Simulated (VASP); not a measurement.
# SiO2 (P4_12_12) in VASP: notebook, part 2 of 2

VASP 6.6.1. Earlier steps stand in the parts before.

### Step 3. Band structure, LDA

Input file INCAR:

```
SYSTEM = SiO2
ALGO     = Normal         ! electronic algorithm
EDIFF    = 1E-6           ! SCF threshold, eV
ENCUT    = 450            ! plane-wave cutoff, eV
GGA      = CA             ! functional
ISIF     = 2              ! what is computed and relaxed
ISMEAR   = 0              ! smearing method
KPAR     = 8            
LASPH    = .TRUE.         ! aspherical terms in the spheres
LCHARG   = .FALSE.        ! write CHGCAR
LREAL    = .FALSE.        ! projectors in reciprocal space
LWAVE    = .FALSE.        ! write WAVECAR
NBANDS   = 44             ! bands
NELM     = 120            ! most SCF steps
PREC     = Accurate       ! precision mode
SIGMA    = 0.02           ! smearing width, eV
```

Input file KPOINTS:

```
k-points
0
G
  8 8 6
  0 0 0
```

Input file POSCAR:

```
SiO2                                    
1.0
    5.0746405046      0.0000000000      0.0000000000
    0.0000000000      5.0746405046      0.0000000000
    0.0000000000      0.0000000000      7.0852567667
  Si              O             
     4     8
Direct
     0.7048575088584567    0.7048575088584567    0.5000000000000000
     0.7951424911415433    0.2048575088584567    0.7500000000000000
     0.2048575088584567    0.7951424911415433    0.2500000000000000
     0.2951424911415433    0.2951424911415433    0.0000000000000000
     0.9044408508786338    0.7591794797181788    0.3249442953788440
     0.0955591491213662    0.2408205202818212    0.8249442953788441
     0.7591794797181788    0.9044408508786338    0.6750557046211559
     0.2591794797181788    0.5955591491213662    0.0749442953788440
     0.2408205202818212    0.0955591491213662    0.1750557046211560
     0.4044408508786338    0.7408205202818212    0.4250557046211560
     0.5955591491213662    0.2591794797181788    0.9250557046211559
     0.7408205202818212    0.4044408508786338    0.5749442953788441
```

Input file KPOINTS_OPT:

```
path GXMGZRAZ,XR,MA
20
line-mode
reciprocal
 0.0000000000  0.0000000000  0.0000000000  G
 0.0000000000  0.5000000000  0.0000000000  X

 0.0000000000  0.5000000000  0.0000000000  X
 0.5000000000  0.5000000000  0.0000000000  M

 0.5000000000  0.5000000000  0.0000000000  M
 0.0000000000  0.0000000000  0.0000000000  G

 0.0000000000  0.0000000000  0.0000000000  G
 0.0000000000  0.0000000000  0.5000000000  Z

 0.0000000000  0.0000000000  0.5000000000  Z
 0.0000000000  0.5000000000  0.5000000000  R

 0.0000000000  0.5000000000  0.5000000000  R
 0.5000000000  0.5000000000  0.5000000000  A

 0.5000000000  0.5000000000  0.5000000000  A
 0.0000000000  0.0000000000  0.5000000000  Z

 0.0000000000  0.5000000000  0.0000000000  X
 0.0000000000  0.5000000000  0.5000000000  R

 0.5000000000  0.5000000000  0.0000000000  M
 0.5000000000  0.5000000000  0.5000000000  A
```

Potentials or basis: VASP PAW LDA potentials, release 64 (Si, O).

Command:

```
$ cat potpaw_LDA.64/Si/POTCAR potpaw_LDA.64/O/POTCAR > POTCAR
$ mpirun -np 8 vasp_std > vasp.out
```

It took 82 s on 8 MPI ranks of AMD EPYC 9R45 (Zen 5), shared host; peak memory 0.54 GiB.

Results (log left out):

* Free energy: -103.6998 eV
* Largest force: 0.300 eV/Å
* Band gap on the k mesh: 5.31 eV, direct
* Band gap along the path: 5.31 eV, direct

Forces in eV/Å, atoms in the order of the input:
```
Si  -0.013 -0.013  0.000
Si   0.013 -0.013  0.000
Si  -0.013  0.013  0.000
Si   0.013  0.013  0.000
O    0.168 -0.029  0.247
O   -0.168  0.029  0.247
O   -0.029  0.168 -0.247
O   -0.029 -0.168  0.247
O    0.029 -0.168 -0.247
O    0.168  0.029 -0.247
O   -0.168 -0.029 -0.247
O    0.029  0.168  0.247
```

Levels at the corners of the path, in eV from the valence-band top:
```
point  band 30  band 31  band 32  band 33  band 34  band 35
    Γ    -0.25    -0.25     0.00     5.31     8.40     8.40
    X    -0.64    -0.46    -0.46     7.28     7.28     8.84
    X    -0.64    -0.46    -0.46     7.28     7.28     8.84
    M    -0.60    -0.56    -0.56     8.26     8.26     8.37
    M    -0.60    -0.56    -0.56     8.26     8.26     8.37
    Γ    -0.25    -0.25     0.00     5.31     8.40     8.40
    Γ    -0.25    -0.25     0.00     5.31     8.40     8.40
    Z    -0.50    -0.40    -0.40     6.50     6.50     9.06
    Z    -0.50    -0.40    -0.40     6.50     6.50     9.06
    R    -0.93    -0.16    -0.16     7.56     7.56     8.44
    R    -0.93    -0.16    -0.16     7.56     7.56     8.44
    A    -0.65    -0.65    -0.65     8.78     8.78     8.78
    A    -0.65    -0.65    -0.65     8.78     8.78     8.78
    Z    -0.50    -0.40    -0.40     6.50     6.50     9.06
    X    -0.64    -0.46    -0.46     7.28     7.28     8.84
    R    -0.93    -0.16    -0.16     7.56     7.56     8.44
    M    -0.60    -0.56    -0.56     8.26     8.26     8.37
    A    -0.65    -0.65    -0.65     8.78     8.78     8.78
```

### Step 4. Band structure, PBE

Changes to INCAR since step 3:

```diff
@@ -4,3 +4,3 @@
 ENCUT    = 450            ! plane-wave cutoff, eV
-GGA      = CA             ! functional
+GGA      = PE             ! functional
 ISIF     = 2              ! what is computed and relaxed
```

KPOINTS is that of step 3.

POSCAR is that of step 3.

KPOINTS_OPT is that of step 3.

Potentials or basis: VASP PAW PBE potentials, release 64 (Si, O).

Command:

```
$ cat potpaw_PBE.64/Si/POTCAR potpaw_PBE.64/O/POTCAR > POTCAR
$ mpirun -np 8 vasp_std > vasp.out
```

Wall time 86 s (8 MPI ranks of AMD EPYC 9R45 (Zen 5), shared host); peak memory 0.58 GiB.

The run converged. Its results:

```
Free energy             : -94.9912 eV
Largest force           : 0.004 eV/Å
Band gap on the k mesh  : 5.53 eV, direct
Band gap along the path : 5.53 eV, direct
```

Forces in eV/Å, atoms in the order of the input:
```
Si   0.002  0.002  0.000
Si  -0.002  0.002  0.000
Si   0.002 -0.002  0.000
Si  -0.002 -0.002  0.000
O   -0.003  0.001 -0.003
O    0.003 -0.001 -0.003
O    0.001 -0.003  0.003
O    0.001  0.003 -0.003
O   -0.001  0.003  0.003
O   -0.003 -0.001  0.003
O    0.003  0.001  0.003
O   -0.001 -0.003 -0.003
```

Levels at the corners of the path, in eV from the valence-band top:
| point | band 28 | band 29 | band 30 | band 31 | band 32 | band 33 | band 34 | band 35 | band 36 | band 37 |
| --- | --- | --- | --- | --- | --- | --- | --- | --- | --- | --- |
| Γ | -1.15 | -0.66 | -0.25 | -0.25 | 0.00 | 5.53 | 8.67 | 8.67 | 8.91 | 8.91 |
| X | -1.01 | -0.63 | -0.63 | -0.45 | -0.45 | 7.50 | 7.50 | 9.12 | 9.12 | 9.45 |
| X | -1.01 | -0.63 | -0.63 | -0.45 | -0.45 | 7.50 | 7.50 | 9.12 | 9.12 | 9.45 |
| M | -1.31 | -0.59 | -0.59 | -0.55 | -0.55 | 8.51 | 8.51 | 8.60 | 8.60 | 9.70 |
| M | -1.31 | -0.59 | -0.59 | -0.55 | -0.55 | 8.51 | 8.51 | 8.60 | 8.60 | 9.70 |
| Γ | -1.15 | -0.66 | -0.25 | -0.25 | 0.00 | 5.53 | 8.67 | 8.67 | 8.91 | 8.91 |
| Γ | -1.15 | -0.66 | -0.25 | -0.25 | 0.00 | 5.53 | 8.67 | 8.67 | 8.91 | 8.91 |
| Z | -0.74 | -0.50 | -0.50 | -0.39 | -0.39 | 6.72 | 6.72 | 9.34 | 9.34 | 9.36 |
| Z | -0.74 | -0.50 | -0.50 | -0.39 | -0.39 | 6.72 | 6.72 | 9.34 | 9.34 | 9.36 |
| R | -0.97 | -0.92 | -0.92 | -0.16 | -0.16 | 7.73 | 7.73 | 8.74 | 8.74 | 9.13 |
| R | -0.97 | -0.92 | -0.92 | -0.16 | -0.16 | 7.73 | 7.73 | 8.74 | 8.74 | 9.13 |
| A | -1.32 | -0.64 | -0.64 | -0.64 | -0.64 | 9.02 | 9.02 | 9.02 | 9.02 | 9.56 |
| A | -1.32 | -0.64 | -0.64 | -0.64 | -0.64 | 9.02 | 9.02 | 9.02 | 9.02 | 9.56 |
| Z | -0.74 | -0.50 | -0.50 | -0.39 | -0.39 | 6.72 | 6.72 | 9.34 | 9.34 | 9.36 |
| X | -1.01 | -0.63 | -0.63 | -0.45 | -0.45 | 7.50 | 7.50 | 9.12 | 9.12 | 9.45 |
| R | -0.97 | -0.92 | -0.92 | -0.16 | -0.16 | 7.73 | 7.73 | 8.74 | 8.74 | 9.13 |
| M | -1.31 | -0.59 | -0.59 | -0.55 | -0.55 | 8.51 | 8.51 | 8.60 | 8.60 | 9.70 |
| A | -1.32 | -0.64 | -0.64 | -0.64 | -0.64 | 9.02 | 9.02 | 9.02 | 9.02 | 9.56 |

### Step 5. Band structure, r2SCAN

Changes to INCAR since step 4:

```diff
@@ -4,3 +4,2 @@
 ENCUT    = 450            ! plane-wave cutoff, eV
-GGA      = PE             ! functional
 ISIF     = 2              ! what is computed and relaxed
@@ -10,4 +9,6 @@
 LCHARG   = .FALSE.        ! write CHGCAR
+LMIXTAU  = .TRUE.       
 LREAL    = .FALSE.        ! projectors in reciprocal space
 LWAVE    = .FALSE.        ! write WAVECAR
+METAGGA  = R2SCAN         ! meta-GGA
 NBANDS   = 44             ! bands
```

KPOINTS is that of step 4.

POSCAR is that of step 4.

KPOINTS_OPT is that of step 4.

Command:

```
$ cat potpaw_PBE.64/Si/POTCAR potpaw_PBE.64/O/POTCAR > POTCAR
$ mpirun -np 8 vasp_std > vasp.out
```

Wall time 5.4 min (8 MPI ranks of AMD EPYC 9R45 (Zen 5), shared host); peak memory 0.63 GiB.

It converged, with:

- Free energy: -119.1581 eV
- Largest force: 0.245 eV/Å
- Band gap on the k mesh: 6.15 eV, direct
- Band gap along the path: 6.15 eV, direct

Forces on the atoms (eV/Å):
```
Si  -0.021 -0.021  0.000
Si   0.021 -0.021  0.000
Si  -0.021  0.021  0.000
Si   0.021  0.021  0.000
O    0.127 -0.025  0.208
O   -0.127  0.025  0.208
O   -0.025  0.127 -0.208
O   -0.025 -0.127  0.208
O    0.025 -0.127 -0.208
O    0.127  0.025 -0.208
O   -0.127 -0.025 -0.208
O    0.025  0.127  0.208
```

Levels at the corners of the path, in eV from the valence-band top:
```csv
point,band 29,band 30,band 31,band 32,band 33,band 34,band 35,band 36
Γ,-0.67,-0.26,-0.26,0.00,6.15,9.44,9.44,9.77
X,-0.64,-0.64,-0.46,-0.46,8.19,8.19,9.90,9.90
X,-0.64,-0.64,-0.46,-0.46,8.19,8.19,9.90,9.90
M,-0.59,-0.59,-0.56,-0.56,9.23,9.23,9.37,9.37
M,-0.59,-0.59,-0.56,-0.56,9.23,9.23,9.37,9.37
Γ,-0.67,-0.26,-0.26,0.00,6.15,9.44,9.44,9.77
Γ,-0.67,-0.26,-0.26,0.00,6.15,9.44,9.44,9.77
Z,-0.50,-0.50,-0.40,-0.40,7.37,7.37,10.22,10.22
Z,-0.50,-0.50,-0.40,-0.40,7.37,7.37,10.22,10.22
R,-0.93,-0.93,-0.16,-0.16,8.57,8.57,9.32,9.32
R,-0.93,-0.93,-0.16,-0.16,8.57,8.57,9.32,9.32
A,-0.64,-0.64,-0.64,-0.64,9.76,9.76,9.76,9.76
A,-0.64,-0.64,-0.64,-0.64,9.76,9.76,9.76,9.76
Z,-0.50,-0.50,-0.40,-0.40,7.37,7.37,10.22,10.22
X,-0.64,-0.64,-0.46,-0.46,8.19,8.19,9.90,9.90
R,-0.93,-0.93,-0.16,-0.16,8.57,8.57,9.32,9.32
M,-0.59,-0.59,-0.56,-0.56,9.23,9.23,9.37,9.37
A,-0.64,-0.64,-0.64,-0.64,9.76,9.76,9.76,9.76
```

Caveat: the PAW data sets were made with another functional, which shifts forces and pressure a little.

### Step 6. Summary

```csv
task,level,potentials or basis,k mesh,gap on the mesh (eV),largest force (eV/Å)
dielectric tensor,PBE,"VASP PAW PBE potentials, release 64 (Si, O)",7 × 7 × 5,5.53,-
band structure,LDA,"VASP PAW LDA potentials, release 64 (Si, O)",8 × 8 × 6,5.31,0.30
band structure,PBE,"VASP PAW PBE potentials, release 64 (Si, O)",8 × 8 × 6,5.53,-
band structure,r2SCAN,"VASP PAW PBE potentials, release 64 (Si, O)",8 × 8 × 6,6.15,0.25
```

Alike in all rows: no spin polarisation; cell as given; cutoff (eV) 450; smearing gaussian 0.02 eV.

Caveats: an odd mesh through Γ misses points on the zone boundary, where band edges often lie (some runs); the PAW data sets were made with another functional, which shifts forces and pressure a little (some runs).

Total energies depend on the potentials used, so only differences within one code and one set of settings carry meaning.
